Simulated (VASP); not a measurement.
Data:

```
YN
1.0
    0.00000     2.42776     2.42776
    2.42776     0.00000     2.42776
    2.42776     2.42776     0.00000
Y N
1 1
Direct
  0.00000   0.00000   0.00000
  0.50000   0.50000   0.50000
```

These are PBEsol GGA, VASP's PBE PAW potentials (set 64) (plane waves; VASP) values and carry that method's errors. Run with 520 eV cut-off, Gaussian smearing of 0.050 eV, potentials Y_sv N.

**Question.** Give the energies of bands 6 to 11 at the high-symmetry points, in eV from the valence-band maximum.

**Answer.** 
| band | Γ | X | U | L | W |
|---|---|---|---|---|---|
| 6 | 0.00 | -1.47 | -2.24 | -4.20 | -2.21 |
| 7 | 0.00 | -0.37 | -1.58 | -2.32 | -1.55 |
| 8 | 0.00 | -0.37 | -1.34 | -2.32 | -1.55 |
| 9 | 3.12 | 0.07 | 2.42 | 5.79 | 4.02 |
| 10 | 3.12 | 6.99 | 6.35 | 6.50 | 4.02 |
| 11 | 3.12 | 7.44 | 7.19 | 6.50 | 7.51 |

The gap is indirect, 0.07 eV, from the valence maximum at Γ to the conduction minimum at X.

The compound is YN in the rock salt structure. It was relaxed first.
